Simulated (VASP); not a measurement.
A VASP calculation is set up with these files.

### INCAR
```
ALGO = Normal
EDIFF = 1E-7
ENCUT = 400
GGA = PS
ISIF = 2
ISMEAR = -5
LASPH = .TRUE.
LCHARG = .TRUE.
LEFG = .TRUE.
LMAXMIX = 4
LORBIT = 11
LREAL = .FALSE.
LWAVE = .FALSE.
NEDOS = 601
NELM = 100
PREC = Accurate
SYSTEM = ZrGe2
```

### POSCAR
```
ZrGe2
1
   -1.6995535628     1.6995535628     4.5763702420
    1.6995535628    -1.6995535628     4.5763702420
    1.6995535628     1.6995535628    -4.5763702420
Zr Ge
1 2
Direct
  1.0000000000   1.0000000000   1.0000000000
  0.3213889577   0.3213889577   0.0000000000
  0.6786110423   0.6786110423   1.0000000000
```

### KPOINTS
```
Automatic mesh
0
Gamma
14 14 14
0 0 0
```

POTCAR, in this order: Zr_sv Ge_d (PBE.64 set). Program: vasp_std.

Write an equivalent input for Ansatz.

One equivalent input (not run):
Ansatz 0.2 input:
```yaml
crystal:
  lattice:
    - [-1.6995536, 1.6995536, 4.5763702]
    - [1.6995536, -1.6995536, 4.5763702]
    - [1.6995536, 1.6995536, -4.5763702]
  atoms:
    - { symbol: Zr, position: [1.0000000, 1.0000000, 1.0000000] }
    - { symbol: Ge, position: [0.3213890, 0.3213890, 0.0000000] }
    - { symbol: Ge, position: [0.6786110, 0.6786110, 1.0000000] }
kpoints:
  mp_grid: { grid: [14, 14, 14] }
hamiltonian:
  xc: pbesol
  pseudopotentials: { kind: paw }
scf:
  occupations: { method: tetrahedron }
  max_iter: 100
output: { forces: true, stress: true, eigenvalues: true }
```
Limits of the translation: each code has its own PAW files, so the cut-off isn't converted (ENCUT is set for VASP's; basis.ecutwfc is left out, and Ansatz then takes the one that its files recommend); Ansatz stops its SCF on the density residual and VASP on the energy change (EDIFF); the field gradients of LEFG aren't asked of the other code.

The structure was generated: ZrGe2 was put into the MoSi2 type (I4/mmm), which need not be its known phase. It was relaxed first.
